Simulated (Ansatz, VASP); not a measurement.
# One calculation of Hg2SO, two programs

```
O Hg S
1.0
     3.98265    0.00000    0.00000
     0.00000    3.98265    0.00000
     0.00000    0.00000    5.41479
O Hg S
1 2 1
Direct
  0.00000 0.00000 0.00000
  0.00000 0.50000 0.79003
  0.50000 0.00000 0.20997
  0.50000 0.50000 0.50000
```

The cell was built by a generator and needn't be a form met in nature.

Alike in both runs: task single point; functional PBE; k mesh 4 × 4 × 4; occupations fermi-dirac, width 0.02 eV; no spin polarisation.

|  | VASP | Ansatz |
| --- | --- | --- |
| version | VASP 6.6.1 | Ansatz 0.2.0 |
| potentials or method | VASP PAW PBE potentials, release 64 (O, Hg, S) | plane waves, PAW |
| plane-wave cutoff (eV) | 520 | 420 |
| valence electrons in the cell | 36 | 52 |

VASP gave:

* pressure (GPa): 3.2
* largest component of the traceless stress (GPa): 0.26
* rms of the force components (eV/Å): 0.059

**Question.** What did Ansatz give for the same quantities?

**Answer.** Pressure (GPa): 2.7; largest component of the traceless stress (GPa): 0.22; rms of the force components (eV/Å): 0.049.

The two sets of potentials don't hold the same shells in valence.

Caveats: the k mesh is coarse (spacing up to 0.39 Å⁻¹), so the values aren't converged. Spin-orbit coupling is left out, which matters for the levels of Hg.
